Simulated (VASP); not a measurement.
Runs of VASP 6.6.1 on Nb. Symmetry: Im-3m, No. 229, cubic system. Conventional cell: a = 3.271 Å, b = 3.271 Å, c = 3.271 Å, α = 90.00°, β = 90.00°, γ = 90.00°. Around Nb (site symmetry m-3m) lie 8 Nb at 2.83 Å. 

```tsv
level	k mesh	cutoff (eV)	smearing	gap on the mesh (eV)	pressure (GPa)
r2SCAN	18 × 18 × 18	520	gaussian 0.1 eV	none	(a)
PBEsol	18 × 18 × 18	900	gaussian 0.1 eV	none	0.0
PBEsol	18 × 18 × 18	700	gaussian 0.1 eV	none	0.0
PBEsol	18 × 18 × 18	520	gaussian 0.5 eV	none	0.7
PBEsol	28 × 28 × 28	520	gaussian 0.1 eV	none	-0.2
```

Alike in all rows: task single point; potentials or basis VASP PAW PBE potentials, release 64 (Nb_sv); no spin polarisation; cell as given.

Problem. Fill in the values left out.

Solution. (a) 5.4.

Caveats: the PAW data sets were made with another functional, which shifts forces and pressure a little.

A k mesh can miss the band edges, and the runs leave out spin-orbit coupling on Nb.

A gap of «none» marks a metal or a gap under the smearing width.

Not every run made on this cell is shown here.
